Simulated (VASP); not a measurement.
Input of a VASP 6.6.1 run:

The input INCAR:

```
SYSTEM = GaGe3
ALGO = Normal
EDIFF = 1E-7
ENCUT = 520
GGA = PS
ISIF = 2
ISMEAR = -1
LASPH = .True.
LCHARG = .False.
LREAL = .False.
LWAVE = .False.
NBANDS = 36
NELM = 100
PREC = Accurate
SIGMA = 0.05
```

File KPOINTS:

```
k-points
0
Gamma
  6 6 6
  0 0 0
```

Contents of POSCAR:

```
GaGe3
1.0
    4.2784660000      0.0000000000      0.0000000000
    0.0000000000      4.2784660000      0.0000000000
    0.0000000000      0.0000000000      4.2784660000
Ge Ga
3 1
Direct
    0.5000000000      0.5000000000      0.0000000000
    0.5000000000      0.0000000000      0.5000000000
    0.0000000000      0.5000000000      0.5000000000
    0.0000000000      0.0000000000      0.0000000000
```

Potentials or basis: VASP PAW PBE potentials, release 64 (Ge_d, Ga_d).

Launch:

```console
$ cat potpaw_PBE.64/Ge_d/POTCAR potpaw_PBE.64/Ga_d/POTCAR > POTCAR
$ mpirun -np 1 vasp_std > vasp.out
```

**Question.** Predict the band gap on the k mesh.

**Answer.** None (metal or under the smearing width).

**Question.** What does it give for the pressure?

**Answer.** -3.4 GPa.

Caveat: the PAW data sets were made with another functional, which shifts forces and pressure a little.
